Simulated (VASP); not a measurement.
# YCu2S2 (P-3m1) in VASP: single point with PBEsol

Aim: the single point of YCu2S2 with PBEsol.

All numbers are computed with VASP 6.6.1; they aren't measurements. Logs are shortened: lines on timing, memory, paths and dates and some standing lists are left out, and cuts for length are marked.

## (1) The crystal as given

Symmetry: P-3m1, No. 164, trigonal system. Conventional cell: a = 3.927 Å, b = 3.927 Å, c = 6.414 Å, α = 90.00°, β = 90.00°, γ = 120.00°. Y (site symmetry -3m) has 6 S at 2.84 Å and 6 Cu at 3.15 Å as nearest neighbours. Cu (site symmetry 3m) is surrounded by 4 S at 2.32 to 2.51 Å. S (site symmetry 3m) is surrounded by 4 Cu at 2.32 to 2.51 Å.

The cell comes from a database or a generator and needn't be the stable form of this composition.

## (2) Single point, PBEsol, collinear spin, typed start

Input file INCAR:

```
PREC = Accurate ; ENCUT = 520
EDIFF = 1E-7 ; ISMEAR = -1
SIGMA = 0.15 ; LREAL = False
LASPH = True ; NELM = 150
ALGO = Fast ; ISIF = 2
LWAVE = False ; LCHARG = False
ISPIN = 2 ; MAGMOM = 0.2 0.2 0.2 0.2 0.2
LORBIT = 11 ; LMAXMIX = 4
GGA = PS ; NBANDS = 34
```

Input file KPOINTS:

```
Automatic mesh
0
Gamma
  7 7 4
```

Input file POSCAR:

```
YCu2S2
1.0
    3.9274040000      0.0000000000      0.0000000000
   -1.9637020000      3.4012320000      0.0000000000
    0.0000000000      0.0000000000      6.4141120000
Y Cu S
1 2 2
Direct
    0.0000000000      0.0000000000      0.0000000000
    0.6666670000      0.3333330000      0.6583610000
    0.3333330000      0.6666670000      0.3416390000
    0.6666670000      0.3333330000      0.2673940000
    0.3333330000      0.6666670000      0.7326060000
```

Potentials or basis: VASP PAW PBE potentials, release 64 (Y_sv, Cu, S).

Command:

```console
> cat potpaw_PBE.64/Y_sv/POTCAR potpaw_PBE.64/Cu/POTCAR potpaw_PBE.64/S/POTCAR > POTCAR
> mpirun -np 1 vasp_std > vasp.out
```

OUTCAR:

```text
PREC = Accurate
   ENCUT = 520
   EDIFF = 1E-7
   ISMEAR = -1
   LREAL = False
   LASPH = True
   NELM = 150
   ISIF = 2
   ISPIN = 2
   LORBIT = 11
   GGA = PS

 ion  position               nearest neighbor table
   1  0.000  0.000  0.000-   4 2.84   5 2.84   4 2.84   5 2.84   4 2.84   5 2.84   2 3.15   3 3.15
                             3 3.15   2 3.15   2 3.15   3 3.15
   2  0.667  0.333  0.658-   5 2.32   5 2.32   5 2.32   4 2.51   1 3.15   1 3.15   1 3.15
   3  0.333  0.667  0.342-   4 2.32   4 2.32   4 2.32   5 2.51   1 3.15   1 3.15   1 3.15
   4  0.667  0.333  0.267-   3 2.32   3 2.32   3 2.32   2 2.51   1 2.84   1 2.84   1 2.84
   5  0.333  0.667  0.733-   2 2.32   2 2.32   2 2.32   3 2.51   1 2.84   1 2.84   1 2.84

  LATTYP: Found a hexagonal cell.
 ALAT       =     3.9274040000
 C/A-ratio  =     1.6331683728

  Lattice vectors:

 A1 = (   3.9274040000,   0.0000000000,   0.0000000000)
 A2 = (  -1.9637020000,   3.4012320000,   0.0000000000)
 A3 = (   0.0000000000,   0.0000000000,   6.4141120000)

Analysis of symmetry for initial positions (statically):
=====================================================================
 Subroutine PRICEL returns:
 Original cell was already a primitive cell.

 Routine SETGRP: Setting up the symmetry group for a
 hexagonal supercell.

 Subroutine GETGRP returns: Found 12 space group operations
 (whereof 12 operations were pure point group operations)
 out of a pool of 24 trial point group operations.

The static configuration has the point symmetry D_3d.

Analysis of symmetry for dynamics (positions and initial velocities):
=====================================================================
 Subroutine PRICEL returns:
 Original cell was already a primitive cell.

 Routine SETGRP: Setting up the symmetry group for a
 hexagonal supercell.

 Subroutine GETGRP returns: Found 12 space group operations
 (whereof 12 operations were pure point group operations)
 out of a pool of 24 trial point group operations.

The dynamic configuration has the point symmetry D_3d.

Analysis of structural, dynamic, and magnetic symmetry:
=====================================================================
 Subroutine PRICEL returns:
 Original cell was already a primitive cell.

 Routine SETGRP: Setting up the symmetry group for a
 hexagonal supercell.

 Subroutine GETGRP returns: Found 12 space group operations
 (whereof 12 operations were pure point group operations)
[... 144 lines left out ...]
 NGX is ok and might be reduce to    30
   NGX = 15   NGY = 15   NGZ = 23

 number of electron      44.9999980 magnetization       0.0000100

 number of electron      44.9999980 magnetization      -0.0000019

 Free energy of the ion-electron system (eV)
  ---------------------------------------------------
  ext. energy  EPLUGINS =         0.00000000
  ---------------------------------------------------
  free energy    TOTEN  =       -28.67149124 eV

  energy without entropy =      -28.52742819  energy(sigma->0) =      -28.59945972

 E-fermi :   7.2998     XC(G=0): -11.0332

 val. band max:        7.2876699957   @ k =   0.1429   0.0000   0.5000
 cond. band min:       7.3607765087   @ k =   0.1429   0.0000   0.0000
 fundamental gap:      0.0731065130
 Fermi energy:         7.2997870209

 spin component 1

 k-point     1 :       0.0000    0.0000    0.0000
  band No.  band energies     occupation
      1     -36.2240      1.00000
      2     -16.3932      1.00000
      3     -16.1960      1.00000
      4     -16.1960      1.00000
      5      -8.4429      1.00000
      6      -7.3877      1.00000
[... 877 lines left out ...]
     33      14.7195      0.00000
     34      15.0305      0.00000

 [... further k-points ...]

 spin component 2

 k-point     1 :       0.0000    0.0000    0.0000
  band No.  band energies     occupation
      1     -36.2240      1.00000
      2     -16.3932      1.00000
      3     -16.1960      1.00000
      4     -16.1960      1.00000
      5      -8.4429      1.00000
      6      -7.3877      1.00000
[... 877 lines left out ...]
     33      14.4973      0.00000
     34      14.9497      0.00000

 [... further k-points ...]

------------------------ aborting loop because EDIFF is reached ----------------------------------------

  FORCE on cell =-STRESS in cart. coord.  units (eV):
  Direction    XX          YY          ZZ          XY          YZ          ZX
  --------------------------------------------------------------------------------------
  -------------------------------------------------------------------------------------
  Total       -2.2369478     -2.2369483     -2.0872956      0.0000000      0.0000000      0.0000000
  in kB      -41.8300196    -41.8300286    -39.0315822      0.0000000      0.0000000      0.0000000
  external PRESSURE =     -40.8972101 kB  Pullay stress =       0.0000000 kB

 VOLUME and BASIS-vectors are now :
 -----------------------------------------------------------------------------
  energy-cutoff  :      520.00
  volume of cell :       85.68
      direct lattice vectors                 reciprocal lattice vectors
     3.927404000  0.000000000  0.000000000     0.254621119  0.147005556  0.000000000
    -1.963702000  3.401232000  0.000000000     0.000000000  0.294011111  0.000000000
     0.000000000  0.000000000  6.414112000     0.000000000  0.000000000  0.155906227

 POSITION                                       TOTAL-FORCE (eV/Angst)
 -----------------------------------------------------------------------------------
      0.00000      0.00000      0.00000        -0.000000      0.000000      0.000000
      1.96370      1.13374      4.22280         0.000000     -0.000000      0.049998
     -0.00000      2.26749      2.19131        -0.000000      0.000000     -0.049998
      1.96370      1.13374      1.71510         0.000000     -0.000000      0.045042
     -0.00000      2.26749      4.69902        -0.000000      0.000000     -0.045042
 -----------------------------------------------------------------------------------
    total drift:                               -0.000000      0.000000      0.000000

  FREE ENERGIE OF THE ION-ELECTRON SYSTEM (eV)
  ---------------------------------------------------
  free  energy   TOTEN  =       -28.6714912414 eV

  energy  without entropy=      -28.5274281920  energy(sigma->0) =      -28.59945972

 total charge

# of ion       s       p       d       f       tot
--------------------------------------------------
    1        2.144   6.275   1.087   0.054   9.561
    2        0.371   0.363   9.262   0.000   9.996
    3        0.371   0.363   9.262   0.000   9.996
    4        1.304   2.375   0.000   0.000   3.679
    5        1.304   2.375   0.000   0.000   3.679
--------------------------------------------------
tot          5.494  11.749  19.612   0.054  36.910

 magnetization (x)

# of ion       s       p       d       f       tot
--------------------------------------------------
    1       -0.000   0.000  -0.000   0.000  -0.000
    2       -0.000  -0.000   0.000   0.000   0.000
    3       -0.000  -0.000   0.000   0.000   0.000
    4        0.000   0.000   0.000   0.000   0.000
    5        0.000   0.000   0.000   0.000   0.000
--------------------------------------------------
tot         -0.000   0.000   0.000   0.000   0.000
```

Wall time 3.1 min (1 thread of AMD EPYC 9R45 (Zen 5), shared host); peak memory 0.29 GiB.

Results:

* Free energy: -28.6715 eV
* Pressure: -4.1 GPa
* Largest force: 0.050 eV/Å
* Band gap on the k mesh: none (metal or under the smearing width)
* Net moment: 0.00 μB per cell
* Valence electrons inside the program's atomic spheres: Y 9.56; Cu 10.00; S 3.68

Forces on the atoms (eV/Å):
```
Y    0.000  0.000  0.000
Cu   0.000  0.000  0.050
Cu   0.000  0.000 -0.050
S    0.000  0.000  0.045
S    0.000  0.000 -0.045
```

Caveat: the PAW data sets were made with another functional, which shifts forces and pressure a little. With open d or f shells a metallic result of PBEsol can be an artefact of self-interaction; +U or a hybrid may open a gap.
